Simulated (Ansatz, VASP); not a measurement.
# Cross-check of Hf2CO2 (Hf2CO2 MXene, 1 layer) between VASP and Ansatz

One calculation is typed for both programs; each brings its own data sets. How far apart do they land? The structure shown is the start of the Ansatz relaxation below; VASP solves that cell, so the two are compared at the walk's first step.

Main program and level: Ansatz 0.2.0; plane waves, with VASP 6.6.1 beside it; single point at PBE.

### 1. The starting structure

The cell holds 5 atoms: 2 O, 2 Hf and 1 C. Its edges and angles: a = 3.289 Å, b = 3.289 Å, c = 20.953 Å, α = 90.0°, β = 90.0°, γ = 120.0°. Vacuum lies along c.

Coordinates:

```cif
data_structure
_symmetry_space_group_name_H-M 'P 1'
_symmetry_Int_Tables_number 1
_cell_length_a 3.2890
_cell_length_b 3.2890
_cell_length_c 20.9529
_cell_angle_alpha 90.000
_cell_angle_beta 90.000
_cell_angle_gamma 120.000
_cell_volume 196.29
loop_
_atom_site_label
_atom_site_type_symbol
_atom_site_fract_x
_atom_site_fract_y
_atom_site_fract_z
_atom_site_occupancy
O1 O 0.33333 0.66667 0.38181 1
O2 O 0.66667 0.33333 0.61819 1
Hf3 Hf 0.66667 0.33333 0.43806 1
Hf4 Hf 0.33333 0.66667 0.56194 1
C5 C 0.00000 0.00000 0.50000 1
```

### 2. Ansatz: relaxation, PBE

Ansatz runs on its default PAW (the set named soft_2) files.

The two programs are compared at the cell with which this relaxation starts, whose forces are those of its first step.

The input, input.yaml:

```yaml
crystal:
  lattice:
    - [3.289, 0.0, 0.0]
    - [-1.6445, 2.848357553, 0.0]
    - [0.0, 0.0, 20.9529467956]
  atoms:
    - { symbol: O, position: [0.3333333333, 0.6666666667, 0.3818078707] }
    - { symbol: Hf, position: [0.6666666667, 0.3333333333, 0.4380635198] }
    - { symbol: C, position: [0.0, 0.0, 0.5] }
    - { symbol: Hf, position: [0.3333333333, 0.6666666667, 0.5619364802] }
    - { symbol: O, position: [0.6666666667, 0.3333333333, 0.6181921293] }
kpoints:
  mp_grid: { grid: [12, 12, 1] }
hamiltonian:
  xc: pbe
scf:
  occupations: { method: fermi_dirac, width: 0.05 }
  convergence: { dr2_threshold: 1.0e-08 }
efield:
  axis: 3
  dipole_correction: true
  ramp_position: 0.97
  ramp_width: 0.04
relax:
  f_tol: 0.01
  cell: { fix: [c, alpha, beta] }
output:
  write_potential: true
  write_density: true
  volumetric_format: npy
```

Run with:

```bash
ansatz run input.yaml --threads 4 --pin off --max-ram 8192MiB --backend cpu --events-out ev --progress --plain --runs-dir out
```

Numbers of over 12 decimals in the logs are rounded to 6 here.

Log:

```text
Warning: relax.cell: scf.convergence.dr2_threshold = 1e-8 eV is looser than the 5e-10 eV advised for a relaxation that steers and ends on the stress (1e-10 eV for each atom of the cell: 5). What an SCF threshold leaves in a stress goes as its square root, and in the free energy as the threshold itself, and one threshold admits the most on a small cell: [figures from the program's tests cut] Set scf.convergence.dr2_threshold to 5e-10 eV or tighter. The threshold is an SCF's pass mark: one that does not reach it within its budget of iterations ends unconverged, or closes short of it on a stop that the run arms, and scf.convergence.dr2_threshold's page says what that costs each kind of run
Engine: ansatz 0.2.0, aarch64-unknown-linux-gnu
Pseudopotentials: kind: paw
Pseudopotential: O, paw, valence charge 6, recommended cutoff 420 eV (normal), O.paw.azcp
Pseudopotential: Hf, paw, valence charge 26, recommended cutoff 420 eV (normal), Hf.paw.azcp
Pseudopotential: C, paw, valence charge 4, recommended cutoff 420 eV (normal), C.paw.azcp
Functional definition: PBE
  parameter kappa = 0.804
  parameter beta = 0.066725
  exchange = pbe_x(kappa = kappa, mu = beta*pi^2/3)
  correlation = pbe_c(beta = beta)
Crystal: 5 atoms, lattice volume = 196.292 Å³
Basis set: ecut = 420 eV, 3923 PW (Γ), exchange–correlation on 48×48×288 points (8 copies of the dense FFT grid, shifted against one another)
Bands: 41, of which v1, the nominal top of the filled ones, is band 34 counted from 1 (33 counted from 0)
Symmetry: 6 space group operations
k-points: 19 of 144 (time reversal used)
Non-local potential: O, projectors of the file, l = 0: 2, l = 1: 2, l = 2: 1
Non-local potential: Hf, projectors of the file, l = 0: 3, l = 1: 2, l = 2: 2, l = 3: 3
Non-local potential: C, projectors of the file, l = 0: 2, l = 1: 2, l = 2: 1
PAW form: soft (Blöchl's): semilocal exchange-correlation on the pseudo side does not see the compensation charge
PAW one-centre angular grid: O, 110 points (default); XC on 64 Gauss nodes
PAW one-centre angular grid: Hf, 590 points (default); XC on 64 Gauss nodes
PAW one-centre angular grid: C, 110 points (default); XC on 64 Gauss nodes
Initial density: superposition of atomic densities (neutral atoms: chi_scale 0, normalization atom), corrected by the library's trained network
Initial wavefunctions: pseudopotential atomic-orbital guess
Functional: x = pbe(κ = 0.804, μ = 0.219515), c = pbe(β = 0.066725)
SCF iter   1: F=—  HF=-32833.988122 eV  |F-HF|=—  |Δ(HF+E_count)|=         —  Δρ=3.32e-3  dr2=2.83e-2  ethr=1.77e-3  p=0.000 e·Å  D=3.68e-5 V/Å  ΔV_dip=-0.00 eV  dr2_dipole=6.14e-8  V_vac-E_F(+/−)=7.43/7.43 eV  ⟨swp⟩=7.7  Hψ=3298  notcnv=0  defer=5
efield: sawtooth ramp at fractional position 0.9700 (set: `efield.ramp_position`, or a place that a band, a saddle search or an elastic batch's reference lends), width 0.0400; the density the first Hamiltonian is built on has a dipole p = 0.000 e·Å; the dipole correction subtracts the counter field D = 3.68e-5 V/Å, which shifts the + side's vacuum level by -0.00 eV against the − side's; the planar-averaged density in the ramp window peaks in size at 1.3e-6 e/Å³
preconditioner: auto → Resta (q_TF=auto, 2.286 Å⁻¹)  ε∞=2.5  [insulator: Δε(μ)=0.844 eV  Ē_g=17.239 eV  σ=0.050 eV  W_gap=1.00  n_scr=44 (ndim 8)  ℏωp=21.2 eV  f_vac=0.658  D(μ)=0.00/eV (n_scr^D=0)  ε∞_Penn≈2.5  vacuum switching on, ρ_ref=2.2e-2 e/Å³]
SCF iter   2: F=—  HF=-32833.986259 eV  |F-HF|=—  |Δ(HF+E_count)|=   1.86e-3  Δρ=1.52e-3  dr2=4.95e-3  ethr=4.16e-5  p=-0.000 e·Å  D=-4.23e-5 V/Å  ΔV_dip=0.00 eV  dr2_dipole=2.89e-7  V_vac-E_F(+/−)=7.29/7.29 eV  ⟨swp⟩=2.0  Hψ=1673  notcnv=0  defer=27
SCF iter   3: F=—  HF=-32833.985713 eV  |F-HF|=—  |Δ(HF+E_count)|=   5.46e-4  Δρ=8.75e-4  dr2=2.22e-3  ethr=7.28e-6  p=0.000 e·Å  D=1.10e-4 V/Å  ΔV_dip=-0.00 eV  dr2_dipole=1.13e-6  V_vac-E_F(+/−)=7.27/7.27 eV  ⟨swp⟩=2.3  Hψ=1294  notcnv=0  defer=27
SCF iter   4: F=—  HF=-32833.985610 eV  |F-HF|=—  |Δ(HF+E_count)|=   1.03e-4  Δρ=6.06e-4  dr2=9.33e-4  ethr=3.27e-6  p=-0.000 e·Å  D=-2.06e-4 V/Å  ΔV_dip=0.00 eV  dr2_dipole=4.38e-6  V_vac-E_F(+/−)=7.22/7.22 eV  ⟨swp⟩=2.3  Hψ=1253  notcnv=0  defer=27
SCF iter   5: F=—  HF=-32833.985490 eV  |F-HF|=—  |Δ(HF+E_count)|=   1.20e-4  Δρ=1.27e-4  dr2=3.29e-5  ethr=1.37e-6  p=0.000 e·Å  D=1.60e-4 V/Å  ΔV_dip=-0.00 eV  dr2_dipole=2.79e-6  V_vac-E_F(+/−)=7.21/7.21 eV  ⟨swp⟩=2.0  Hψ=1245  notcnv=0  defer=27
[...]
efield: sawtooth ramp at fractional position 0.9700 (set: `efield.ramp_position`, or a place that a band, a saddle search or an elastic batch's reference lends), width 0.0400; the density the first Hamiltonian is built on has a dipole p = -0.000 e·Å; the dipole correction subtracts the counter field D = -1.09e-6 V/Å, which shifts the + side's vacuum level by +0.00 eV against the − side's; the planar-averaged density in the ramp window peaks in size at 6.9e-7 e/Å³
eigensolver tolerance schedule: the retry pair's looser diagonalisation over-reported the residual by 842.70 of it (diagonalisation noise at 0.19 of the residual, at the tolerance the schedule requests for it); recorded, not acted on — ethr = c·dr2/N_el stays at c = 1.0e-1
SCF iter   2: F=—  HF=-32834.910271 eV  |F-HF|=—  |Δ(HF+E_count)|=   6.98e-5  Δρ=1.99e-5  dr2=2.98e-7  ethr=6.98e-10  p=0.000 e·Å  D=9.39e-6 V/Å  ΔV_dip=-0.00 eV  dr2_dipole=2.06e-9  V_vac-E_F(+/−)=4.86/4.86 eV  ⟨swp⟩=3.4  Hψ=2053  notcnv=0
SCF iter   3: F=—  HF=-32834.910271 eV  |F-HF|=—  |Δ(HF+E_count)|=   1.21e-7  Δρ=1.10e-5  dr2=5.52e-8  ethr=4.38e-10  p=-0.000 e·Å  D=-2.27e-6 V/Å  ΔV_dip=0.00 eV  dr2_dipole=2.21e-9  V_vac-E_F(+/−)=4.86/4.86 eV  ⟨swp⟩=2.0  Hψ=1272  notcnv=0
SCF iter   4: F=—  HF=-32834.910271 eV  |F-HF|=—  |Δ(HF+E_count)|=   6.28e-8  Δρ=2.89e-6  dr2=1.65e-8  ethr=8.11e-11  p=0.000 e·Å  D=1.07e-5 V/Å  ΔV_dip=-0.00 eV  dr2_dipole=3.10e-9  V_vac-E_F(+/−)=4.86/4.86 eV  ⟨swp⟩=2.1  Hψ=1275  notcnv=0
SCF iter   5: F=-32834.910271 eV  HF=-32834.910271 eV  |F-HF|=1.55e-9  |Δ(HF+E_count)|=   2.25e-9  Δρ=1.10e-6  dr2=2.32e-9  ethr=1.47e-11  p=0.000 e·Å  D=9.15e-7 V/Å  ΔV_dip=-0.00 eV  dr2_dipole=4.85e-10  V_vac-E_F(+/−)=4.86/4.86 eV  ⟨swp⟩=12.2  Hψ=6391  notcnv=0
SCF 7 converged in 5 iterations: F = -32834.910271 eV  dr2 = 2.32e-9
relax step   7: F+E_penalty+E_count = -32834.91027138 eV  Δ(F+E_penalty+E_count) = +1.773e-3 eV  max|allowed force component| = 1.203e-3 eV/Å  Δτ_max = 0.0000 Å  P = -0.014 GPa  Ω = 194.574 Å³  fix = [c, alpha, beta]  reactions: c +0.000 GPa  stress off target by 2.06e-2 GPa on what of the cell is left free  SCF on the basis re-selected at this cell (its energy is not comparable with the rows above)  (5 SCF iters)
basis re-selected at this cell: Δ(F+E_penalty+E_count) = +1.773e-3 eV, ΔP = -0.016 GPa vs the last step (what re-selecting the basis moved, of the pressure what is left beyond the Pulay correction that the steps carried, after the strain that the cell walked since its last selection, with what the two solves' SCF thresholds leave and, on support functions, any second-order correction that the steps lacked; it is no m [...]
WARN: The output density's exchange-correlation potential varies sharply where the density is thin. Do not read a vacuum level from v_tot or v_xc, or from such a field of the output density. On a cell that repeats whose density bears no net charge and no dipole along the vacuum's axis use v_es (v_loc + v_h of the components); under efield.dipole_correction with no amplitude use v_es + v_field, which holds any externa [...]
SCF converged after 5 iterations
Free energy (F): -32834.910271 eV
Harris-Foulkes:  -32834.910271 eV  (|F-HF|=1.55e-9)
Internal energy: -32834.910269 eV  (E = F + TS)
E sigma→0 (E₀):  -32834.910270 eV
Entropy (-TS):   -0.000002 eV (-0.000 meV/atom)
Fermi energy:    2.239282 eV
Dipole field:    D = 0.000031 V/Å  (p = 0.000033 e·Å, saw-weighted, corrected)
Work function:   Φ+ = 4.8638 eV   Φ− = 4.8644 eV
Levels:          The Fermi level and band energies are counted from a zero that moves with the ramp; work functions are not
--- Per-component energies (eV) ---
  E_band       = -978.383702
  E_kinetic    = 1280.882631
  E_local      = -95864.185804  (includes V_loc(G=0)·N_el)
  E_nonlocal   = -2364.246859
  E_hartree    = 46989.609577
  E_xc         = -795.762037
  E_vxc        = -780.338875  (∫ρ·V_xc dr)
  E_paw        = -14269.652938  (= ΣΔE_a)
  E_vpaw       = 2770.282569  (= ΣTr[D̂ρ^β])
  E_aug_tail   = 0.004901  (compensation charges beyond the density's cutoff)
  E_efield     = 0.000000  (sawtooth field / dipole correction)
  E_vefield    = -0.000441  (∫n·V_field dr)
  E_ewald      = 32188.440260
  E_smearing   = -0.000002  (= −TS)
  E_closure    = -0.000000  (closes the sum)
  Σ components = -32834.910271   (vs F -32834.910271, Δ=0.00e0)
--- Forces (eV/Å), atoms counted from 1 ---
  atom   1  O     -0.00000000     0.00000000     0.00052459
  atom   2  Hf     0.00000000     0.00000000    -0.00120737
  atom   3  C      0.00000000     0.00000000     0.00002972
  atom   4  Hf     0.00000000    -0.00000000     0.00115773
  atom   5  O      0.00000000    -0.00000000    -0.00052547
  max |Σ_I F_I| component: 2.08e-5 eV/Å
--- Stress (GPa, compression-positive) ---
       -0.020588       0.000000       0.000000
        0.000000      -0.020588       0.000000
        0.000000       0.000000       0.000020
  P = ⅓ Tr σ = -0.0137 GPa (-0.137 kbar)
--- Band table (eV; the first three rows and the last of 19) ---
  k-point 0: bands = [... 30 lower, -2.4719, 0.3845, 1.7663, 1.7663, 4.0060, 4.0060, 4.3571, 5.6617, ... 3 higher]
  k-point 1: bands = [... 30 lower, -2.3505, 0.5390, 1.1771, 1.5122, 3.9438, 4.3229, 4.4971, 5.7093, ... 3 higher]
  k-point 2: bands = [... 30 lower, -2.1216, 0.0813, 0.7523, 1.0618, 3.5695, 4.8961, 4.9073, 5.7424, ... 3 higher]
  k-point 18: bands = [... 30 lower, -2.1138, -0.6986, -0.6521, -0.6521, 4.3344, 5.3188, 5.3189, 6.2359, ... 3 higher]
--- Relaxed structure (6 steps of the walk, 6 accepted, 1 SCFs on fresh bases) ---
  F+E_penalty+E_count = -32834.91027138 eV   max|allowed force component| = 1.203e-3 eV/Å   (the final SCF, on the basis selected at the relaxed cell)
  cell:  # Å, volume = 194.5743 Å³
    - [3.274575, -1.0677006821809078e-18, 0]
    - [-1.637287, 2.835865, 0]
    - [0, 0, 20.9529467956]
  atoms:
    - { symbol: O, position: [0.333333, 0.666667, 0.389609] }
    - { symbol: Hf, position: [0.666667, 0.333333, 0.434186] }
    - { symbol: C, position: [0, 0, 0.500000] }
    - { symbol: Hf, position: [0.333333, 0.666667, 0.565814] }
    - { symbol: O, position: [0.666667, 0.333333, 0.610391] }
```

Reading the cycles: dr2 is the Hartree energy of the density residual (eV), the measure of convergence; HF is the Harris–Foulkes estimate of the energy, which meets the free energy F at convergence.

(Part 1 of 2 ends here.)

[Lines on the potential files, build, host, timing and source positions are cut from VASP's logs without a mark.]

[Logs are printed without paths, hosts, clocks, repeated set-up lines and the standing remarks that a program may print on its own settings, such as how far it seeks lower states.]

[Hosts, paths, dates, database ids (printed as entryN), source tags and the programs' standing remarks are cut or masked in the printed files.]
